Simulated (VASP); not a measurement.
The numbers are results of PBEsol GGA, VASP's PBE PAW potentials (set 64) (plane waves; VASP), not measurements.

VASP input:

**INCAR**
```
ALGO = Normal
EDIFF = 1E-6
EDIFFG = -0.02
ENCUT = 400
GGA = PS
IBRION = 2
ISIF = 3
ISMEAR = 0
LASPH = T
LCHARG = F
LMAXMIX = 6
LREAL = F
LWAVE = F
NELM = 100
NSW = 60
PREC = Accurate
SIGMA = 0.05
SYSTEM = Be3HgTe4
```

POSCAR:
```
Be3HgTe4
1.0
  0.0000000000   2.9064678248   2.9064678248
  2.9064678248   0.0000000000   2.9064678248
 11.7567784045  11.7567784045  -0.1309071051
Hg Te Be
1 4 3
Cartesian
 11.6733899036  11.6733899036  -0.0475186042
  1.6846882402   1.6846882402   1.2217795843
  4.4797272383   4.4797272383   1.3332084111
  7.2921952510   7.2921952510   1.4272082238
 10.0923645073  10.0923645073   1.5335067918
  5.9794524204   5.9794524204   5.6464188785
  8.7867653466   8.7867653466   5.7455737778
  8.6971287858   8.6971287858   0.0222746884
```

### KPOINTS
```
Automatic mesh
0
Gamma
6 6 2
0 0 0
```

POTCAR, in this order: Hg Te Be (PBE.64 set). Program: vasp_std.

Output of the run:

### OUTCAR
```
 ion  position               nearest neighbor table
   1  0.014  0.014  0.989-   5 2.74   2 2.75   2 2.75   2 2.75
   2  0.212  0.212  0.091-   6 2.40   1 2.75   1 2.75   1 2.75
   3  0.237  0.237  0.323-   7 2.43   6 2.49   6 2.49   6 2.49
   4  0.258  0.258  0.556-   8 2.43   7 2.49   7 2.49   7 2.49
   5  0.282  0.282  0.789-   8 2.49   8 2.49   8 2.49   1 2.74
   6  0.977  0.977  0.267-   2 2.40   3 2.49   3 2.49   3 2.49
   7  1.000  1.000  0.500-   3 2.43   4 2.49   4 2.49   4 2.49
   8  0.020  0.020  0.735-   4 2.43   5 2.49   5 2.49   5 2.49
  LATTYP: Found a trigonal (rhomboedric) cell.
 ALAT       =    13.8558746172
 COS(alpha) =     0.9559989389
 Subroutine PRICEL returns:
 Original cell was already a primitive cell.
 Subroutine GETGRP returns: Found  6 space group operations
The static configuration has the point symmetry C_3v.
The dynamic configuration has the point symmetry C_3v.
 Subroutine INISYM returns: Found  6 space group operations
 Subroutine IBZKPT returns following result:
 Found     22 irreducible k-points:

 Following reciprocal coordinates:
            Coordinates               Weight
  0.000000  0.000000  0.000000      1.000000
  0.166667  0.000000  0.000000      4.000000
  0.333333  0.000000 -0.000000      4.000000
  0.500000  0.000000 -0.000000      3.000000
  0.166667  0.166667 -0.000000      2.000000
  0.333333  0.166667 -0.000000      4.000000
  0.500000  0.166667 -0.000000      8.000000
 -0.333333  0.166667 -0.000000      4.000000
 -0.166667  0.166667  0.000000      2.000000
  0.333333  0.333333 -0.000000      2.000000
 -0.333333  0.333333  0.000000      2.000000
  0.000000  0.000000  0.500000      1.000000
  0.166667  0.000000  0.500000      4.000000
  0.333333  0.000000  0.500000      4.000000
  0.500000  0.000000  0.500000      3.000000
  0.166667  0.166667  0.500000      2.000000
  0.333333  0.166667  0.500000      4.000000
...
```

### OSZICAR
```
       N       E                     dE             d eps       ncg     rms          rms(c)
DAV:   1     0.188515826958E+03    0.18852E+03   -0.14544E+04  1144   0.109E+03
DAV:   2    -0.148985166289E+02   -0.20341E+03   -0.19920E+03  1364   0.224E+02
DAV:   3    -0.289345725842E+02   -0.14036E+02   -0.13893E+02  1454   0.646E+01
DAV:   4    -0.292030155390E+02   -0.26844E+00   -0.26816E+00  1622   0.877E+00
DAV:   5    -0.292064425818E+02   -0.34270E-02   -0.34258E-02  1490   0.103E+00    0.111E+01
DAV:   6    -0.285144956145E+02    0.69195E+00   -0.16073E+00  1396   0.149E+01    0.780E+00
DAV:   7    -0.284532345143E+02    0.61261E-01   -0.10306E+00  1390   0.535E+00    0.290E+00
DAV:   8    -0.284425858833E+02    0.10649E-01   -0.16660E-01  1362   0.382E+00    0.118E+00
DAV:   9    -0.284429575838E+02   -0.37170E-03   -0.17521E-02  1342   0.123E+00    0.447E-01
DAV:  10    -0.284425471637E+02    0.41042E-03   -0.22820E-03  1410   0.438E-01    0.144E-01
DAV:  11    -0.284425358699E+02    0.11294E-04   -0.13268E-03  1414   0.262E-01    0.500E-02
DAV:  12    -0.284425404752E+02   -0.46053E-05   -0.12588E-04  1356   0.910E-02    0.424E-02
DAV:  13    -0.284425467306E+02   -0.62554E-05   -0.19233E-05  1448   0.260E-02    0.270E-02
DAV:  14    -0.284425500239E+02   -0.32933E-05   -0.11161E-05  1260   0.258E-02    0.344E-03
DAV:  15    -0.284425502080E+02   -0.18402E-06   -0.10524E-06   818   0.559E-03
   1 F= -.28442550E+02 E0= -.28442550E+02  d E =-.284426E+02
```

OUTCAR:
```
------------------------ aborting loop because EDIFF is reached ----------------------------------------
  FORCE on cell =-STRESS in cart. coord.  units (eV):
  Direction    XX          YY          ZZ          XY          YZ          ZX
  --------------------------------------------------------------------------------------
  Total       -0.0921869     -0.0921869     -0.0921869      0.0665645     -0.0665645     -0.0665645
  in kB       -0.7394680     -0.7394680     -0.7394680      0.5339403     -0.5339403     -0.5339403
  external PRESSURE =      -0.7394680 kB  Pullay stress =       0.0000000 kB
  volume of cell :      199.74
      direct lattice vectors                 reciprocal lattice vectors
     0.000000000  2.906467825  2.906467825    -0.171077676  0.172982558  0.171077676
     2.906467825  0.000000000  2.906467825     0.172982558 -0.171077676  0.171077676
    11.756778405 11.756778405 -0.130907105     0.042293198  0.042293198 -0.042293198
 POSITION                                       TOTAL-FORCE (eV/Angst)
 -----------------------------------------------------------------------------------
     11.67339     11.67339     -0.04752         0.005494      0.005494     -0.005494
      1.68469      1.68469      1.22178        -0.006559     -0.006559      0.006559
      4.47973      4.47973      1.33321        -0.003516     -0.003516      0.003516
      7.29220      7.29220      1.42721         0.004530      0.004530     -0.004530
     10.09236     10.09236      1.53351        -0.001608     -0.001608      0.001608
      5.97945      5.97945      5.64642         0.004909      0.004909     -0.004909
      8.78677      8.78677      5.74557         0.001660      0.001660     -0.001660
      8.69713      8.69713      0.02227        -0.004911     -0.004911      0.004911
 -----------------------------------------------------------------------------------
    total drift:                                0.000500      0.000500     -0.000486
  FREE ENERGIE OF THE ION-ELECTRON SYSTEM (eV)
  ---------------------------------------------------
  free  energy   TOTEN  =       -28.4425502080 eV

  energy  without entropy=      -28.4425502079  energy(sigma->0) =      -28.44255021

 reached required accuracy - stopping structural energy minimisation
```
(Selected blocks of OUTCAR.)

The structure was generated: Be3HgTe4 was put into an ordered model structure (R3m), which need not be its known phase. It was relaxed first. The start is the result of an earlier pass.
